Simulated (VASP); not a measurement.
Here is a VASP 6.6.1 calculation.

The input INCAR:

```
PREC     = Normal         # precision mode
ENCUT    = 520            # plane-wave cutoff, eV
EDIFF    = 1E-5           # SCF threshold, eV
ISMEAR   = 0              # smearing method
SIGMA    = 0.15           # smearing width, eV
LREAL    = Auto         
LASPH    = True           # aspherical terms in the spheres
NELM     = 80             # most SCF steps
ALGO     = Fast           # electronic algorithm
ISIF     = 2              # what is computed and relaxed
LWAVE    = False          # write WAVECAR
LCHARG   = False          # write CHGCAR
GGA      = PE             # functional
```

Contents of KPOINTS:

```
regular mesh
0
Gamma
  4 4 4
```

Contents of POSCAR:

```
Cd4TeO3
1.0
    5.4990300000      0.0000000000      0.0000000000
    0.0000000000      5.4990300000      0.0000000000
    0.0000000000      0.0000000000      5.4990300000
Cd Te O
4 1 3
Direct
    0.7151150000      0.7151150000      0.2848850000
    0.2848850000      0.7151150000      0.7151150000
    0.2848850000      0.2848850000      0.2848850000
    0.7151150000      0.2848850000      0.7151150000
    0.0000000000      0.0000000000      0.0000000000
    0.5000000000      0.0000000000      0.5000000000
    0.0000000000      0.5000000000      0.5000000000
    0.5000000000      0.5000000000      0.0000000000
```

Potentials or basis: VASP PAW PBE potentials, release 64 (Cd, Te, O).

Command:

```console
$ cat potpaw_PBE.64/Cd/POTCAR potpaw_PBE.64/Te/POTCAR potpaw_PBE.64/O/POTCAR > POTCAR
$ mpirun -np 1 vasp_std > vasp.out
```

Problem. Predict the pressure.

Solution. 0.0 GPa.

Problem. Predict the band gap on the k mesh.

Solution. None (metal or under the smearing width).

Problem. Estimate the largest force.

Solution. 0.011 eV/Å.

Forces on the atoms (eV/Å):
```
Cd  -0.007 -0.007  0.007
Cd   0.007 -0.007 -0.007
Cd   0.007  0.007  0.007
Cd  -0.007  0.007 -0.007
Te   0.000  0.000  0.000
O    0.000  0.000  0.000
O    0.000  0.000  0.000
O    0.000  0.000  0.000
```

Spin-orbit coupling is left out, which matters for the levels of Te.
